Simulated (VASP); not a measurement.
Data:

```
Li2O
1.0
    0.00000     2.29997     2.29997
    2.29997     0.00000     2.29997
    2.29997     2.29997     0.00000
Li O
2 1
Direct
  0.25000   0.25000   0.25000
  0.75000   0.75000   0.75000
  0.00000   0.00000   0.00000
```

Method: rev-vdW-DF2, VASP's PBE PAW potentials (set 64) (plane waves; VASP). Run with 520 eV cut-off, Gaussian smearing of 0.050 eV, potentials Li_sv O.

**Question.** Give the energies of bands 4 to 8 at the high-symmetry points, in eV from the valence-band maximum.

**Answer.** 
| band | Γ | X | U | L | W |
|---|---|---|---|---|---|
| 4 | 0.00 | -1.59 | -2.03 | -2.78 | -1.84 |
| 5 | 0.00 | -1.40 | -1.51 | -0.45 | -1.50 |
| 6 | 0.00 | -1.40 | -1.10 | -0.45 | -1.50 |
| 7 | 5.46 | 5.04 | 6.63 | 9.35 | 7.26 |
| 8 | 11.97 | 13.63 | 11.73 | 9.98 | 10.51 |

The gap is indirect, 5.04 eV, from the valence maximum at Γ to the conduction minimum at X.

Measured: gap 8.00 eV (computed value off by -2.96 eV), as given by Das et al., (2018), arXiv:1807.05623.

The compound is Li2O in the antifluorite structure. It was relaxed first.
